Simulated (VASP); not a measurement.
Crystal: Zn.

```
Zn
1.0
     2.67000    0.00000    0.00000
    -1.33500    2.31229    0.00000
     0.00000    0.00000    4.96600
Zn
2
Direct
  0.33333 0.66667 0.25000
  0.66667 0.33333 0.75000
```

| Property | Result |
| --- | --- |
| Program | VASP 6.6.1 |
| Task | relaxation of cell and atoms |
| Functional | r2SCAN |
| Potentials or basis | VASP PAW PBE potentials, release 64 (Zn) |
| Cutoff | 600 eV |
| k mesh | 18 × 18 × 8 |
| Occupations | methfessel-paxton, width 0.1 eV |
| Spin | no spin polarisation |

At the start: pressure -4.6 GPa; volume 15.33 Å³/atom.

Problem. Where does the relaxation end?

Solution. Over 11 steps the energy falls by 16.0 meV/atom and the volume is 14.66 Å³/atom (-4.4 %); space group P6_3/mmc (No. 194, to 0.05 Å).

Step by step:
| step | energy change (eV) | largest force (eV/Å) | pressure (GPa) | volume (Å³) |
| --- | --- | --- | --- | --- |
| 1 | 0.0000 | 0.0000 | -4.57 | 30.66 |
| 2 | -0.0312 | 0.0000 | 0.57 | 28.76 |
| 3 | -0.0313 | 0.0000 | 0.10 | 28.89 |
| 4 | -0.0313 | 0.0000 | -0.05 | 28.92 |
| 5 | -0.0313 | 0.0000 | 0.05 | 28.94 |
| 6 | -0.0315 | 0.0000 | -0.13 | 28.98 |
| 7 | -0.0318 | 0.0000 | 0.18 | 29.06 |
| 8 | -0.0319 | 0.0000 | 0.43 | 29.22 |
| 9 | -0.0320 | 0.0000 | 0.32 | 29.15 |
| 10 | -0.0320 | 0.0000 | 0.23 | 29.19 |
| 11 | -0.0320 | 0.0000 | -0.03 | 29.32 |

Final structure:
```cif
data_structure
_symmetry_space_group_name_H-M 'P 1'
_symmetry_Int_Tables_number 1
_cell_length_a 2.5947
_cell_length_b 2.5947
_cell_length_c 5.0285
_cell_angle_alpha 90.000
_cell_angle_beta 90.000
_cell_angle_gamma 120.000
_cell_volume 29.32
loop_
_atom_site_label
_atom_site_type_symbol
_atom_site_fract_x
_atom_site_fract_y
_atom_site_fract_z
_atom_site_occupancy
Zn1 Zn 0.33333 0.66667 0.25000 1
Zn2 Zn 0.66667 0.33333 0.75000 1
```

Caveat: the PAW data sets were made with another functional, which shifts forces and pressure a little.
